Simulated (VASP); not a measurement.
VASP input:

File POSCAR:
```
TiS2
1
    1.6532061413    -2.8634373712     0.0000000000
    1.6532061413     2.8634373712    -0.0000000000
   -0.0000000000     0.0000000000     5.4505216092
Ti S
1 2
Direct
  0.0000000000   0.0000000000   0.0000000000
  0.3333330000   0.6666670000   0.2616322129
  0.6666670000   0.3333330000   0.7383677871
```

### INCAR
```
SYSTEM = TiS2
PREC = Accurate
ENCUT = 400
EDIFF = 1E-6
NELM = 100
ALGO = Normal
LREAL = .FALSE.
LASPH = .TRUE.
ISMEAR = 1
SIGMA = 0.1
LMAXMIX = 4
LWAVE = .FALSE.
LCHARG = .FALSE.
IBRION = 2
ISIF = 3
NSW = 60
EDIFFG = -0.02
```

KPOINTS:
```
Regular mesh
0
G
10 10 5
0 0 0
```

POTCAR, in this order: Ti_sv S (LDA.64 set). Program: vasp_std.

Problem. Translate this LDA calculation to Ansatz.

Solution. One equivalent input (not run):
Ansatz 0.2 input:
```yaml
crystal:
  lattice:
    - [1.6532061, -2.8634374, 0.0000000]
    - [1.6532061, 2.8634374, 0.0000000]
    - [0.0000000, 0.0000000, 5.4505216]
  atoms:
    - { symbol: Ti, position: [0.0000000, 0.0000000, 0.0000000] }
    - { symbol: S, position: [0.3333330, 0.6666670, 0.2616322] }
    - { symbol: S, position: [0.6666670, 0.3333330, 0.7383678] }
kpoints:
  mp_grid: { grid: [10, 10, 5] }
hamiltonian:
  xc: lda
  pseudopotentials: { kind: paw }
scf:
  occupations: { method: methfessel_paxton, width: 0.1 }
  max_iter: 100
relax:
  max_steps: 60
  f_tol: 0.02
  cell: {}
output: { forces: true, stress: true, eigenvalues: true }
```
Limits of the translation: each code has its own PAW files, so the cut-off isn't converted (ENCUT is set for VASP's; basis.ecutwfc is left out, and Ansatz then takes the one that its files recommend); Ansatz stops its SCF on the density residual and VASP on the energy change (EDIFF); Ansatz's lda is the Perdew-Wang form, while the LDA potentials of VASP carry Perdew-Zunger's.

The compound is TiS2 in the 1T layered structure. This run relaxes it. Symmetry was kept, so distortions that lower it aren't found. The start is the result of an earlier pass.
